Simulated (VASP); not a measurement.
All values below come from PBE GGA with D4 dispersion, VASP's PBE PAW potentials (set 64) (plane waves; VASP 6.6.1).

The input files of a VASP run:

File KPOINTS:
```
kpoints
0
gamma
 9 9 9
0 0 0
```

### INCAR
```
SYSTEM=Pt3Ti
PREC=Accurate; ENCUT=520; LREAL=F
LASPH=T
EDIFF=1E-7; NELM=100; ALGO=Normal
LMAXMIX=6
ISMEAR=-5
GGA=PE; IVDW=13
ISIF=2
LWAVE=F; LCHARG=T; LORBIT=11
NEDOS=601
LEFG=T
```

POSCAR:
```
Pt3Ti
1.0
  3.9126517547   0.0000000000   0.0000000000
  0.0000000000   3.9126517547   0.0000000000
  0.0000000000   0.0000000000   3.9126517547
Ti Pt
1 3
Cart
  0.0000000000   0.0000000000   0.0000000000
  0.0000000000   1.9563258774   1.9563258774
  1.9563258774   0.0000000000   1.9563258774
  1.9563258774   1.9563258774   0.0000000000
```

POTCAR, in this order: Ti_sv Pt (PBE.64 set). Program: vasp_std.

What VASP printed:

OSZICAR:
```
       N       E                     dE             d eps       ncg     rms          rms(c)
DAV:   1     0.385191717232E+03    0.38519E+03   -0.21247E+04  1750   0.182E+03
DAV:   2     0.285387236244E+01   -0.38234E+03   -0.37511E+03  1865   0.452E+02
DAV:   3    -0.315001973585E+02   -0.34354E+02   -0.33282E+02  2651   0.113E+02
DAV:   4    -0.326014729778E+02   -0.11013E+01   -0.10958E+01  2026   0.217E+01
DAV:   5    -0.326414507052E+02   -0.39978E-01   -0.39936E-01  2562   0.400E+00    0.221E+01
DAV:   6    -0.309155077196E+02    0.17259E+01   -0.22539E+01  2522   0.332E+01    0.141E+01
DAV:   7    -0.304045976711E+02    0.51091E+00   -0.29662E+01  2516   0.331E+01    0.103E+01
DAV:   8    -0.296624815738E+02    0.74212E+00   -0.16722E+00  2497   0.101E+01    0.453E+00
DAV:   9    -0.295786101176E+02    0.83871E-01   -0.20041E+00  2570   0.772E+00    0.230E+00
DAV:  10    -0.295222622230E+02    0.56348E-01   -0.37079E-01  2474   0.407E+00    0.301E-01
DAV:  11    -0.295253616001E+02   -0.30994E-02   -0.80511E-03  2414   0.677E-01    0.464E-01
DAV:  12    -0.295221201066E+02    0.32415E-02   -0.13752E-02  2576   0.711E-01    0.229E-02
DAV:  13    -0.295221989436E+02   -0.78837E-04   -0.17368E-04  1991   0.986E-02    0.127E-02
DAV:  14    -0.295221482673E+02    0.50676E-04   -0.28098E-05  2526   0.369E-02    0.106E-02
DAV:  15    -0.295221676714E+02   -0.19404E-04   -0.60034E-06  2425   0.209E-02    0.238E-03
DAV:  16    -0.295221733744E+02   -0.57030E-05   -0.37947E-07  1956   0.367E-03    0.371E-04
DAV:  17    -0.295221724484E+02    0.92594E-06   -0.26560E-08   987   0.163E-03    0.324E-04
DAV:  18    -0.295221732207E+02   -0.77222E-06   -0.10741E-08   965   0.101E-03    0.118E-04
DAV:  19    -0.295221731366E+02    0.84067E-07   -0.27352E-09   928   0.452E-04
   1 F= -.32031450E+02 E0= -.32031450E+02  d E =0.000000E+00
```

OUTCAR:
```
------------------------ aborting loop because EDIFF is reached ----------------------------------------
  Edisp (eV):   -2.50928
  FORCE on cell =-STRESS in cart. coord.  units (eV):
  Direction    XX          YY          ZZ          XY          YZ          ZX
  --------------------------------------------------------------------------------------
  Total       0.05263     0.05263     0.05263    -0.00000     0.00000    -0.00000
  in kB       1.40774     1.40774     1.40774    -0.00000     0.00000    -0.00000
  external pressure =        1.41 kB  Pullay stress =        0.00 kB
  volume of cell :       59.90
      direct lattice vectors                 reciprocal lattice vectors
     3.912651755  0.000000000  0.000000000     0.255581141  0.000000000  0.000000000
     0.000000000  3.912651755  0.000000000     0.000000000  0.255581141  0.000000000
     0.000000000  0.000000000  3.912651755     0.000000000  0.000000000  0.255581141
 POSITION                                       TOTAL-FORCE (eV/Angst)
 -----------------------------------------------------------------------------------
      0.00000      0.00000      0.00000         0.000000      0.000000      0.000000
      0.00000      1.95633      1.95633         0.000000      0.000000      0.000000
      1.95633      0.00000      1.95633         0.000000      0.000000      0.000000
      1.95633      1.95633      0.00000         0.000000      0.000000      0.000000
 -----------------------------------------------------------------------------------
    total drift:                                0.000000      0.000000     -0.000000
  FREE ENERGIE OF THE ION-ELECTRON SYSTEM (eV)
  ---------------------------------------------------
  free  energy   TOTEN  =       -32.0314500509 eV

  energy  without entropy=      -32.0314500509  energy(sigma->0) =      -32.03145005

 total charge

# of ion       s       p       d       tot
------------------------------------------
    1        2.212   6.157   1.789  10.158
    2        0.696   0.667   8.067   9.430
    3        0.696   0.667   8.067   9.430
    4        0.696   0.667   8.067   9.430
--------------------------------------------------
tot          4.301   8.157  25.989  38.447

 Electric field gradients after diagonalization (V/A^2)
 (convention: |V_zz| > |V_xx| > |V_yy|)
----------------------------------------------------------------------
 ion       V_xx      V_yy      V_zz     asymmetry (V_yy - V_xx)/ V_zz
----------------------------------------------------------------------
   1      -0.000    -0.000     0.000       0.024
   2      34.679    34.679   -69.358       0.000
   3      34.679    34.679   -69.358       0.000
   4      34.679    34.679   -69.358       0.000
```
(Selected blocks of OUTCAR.)

For a metal the tetrahedron method with Blöchl corrections gives inexact stress and forces.

The compound is Pt3Ti in the L1_2 structure. It was relaxed first.
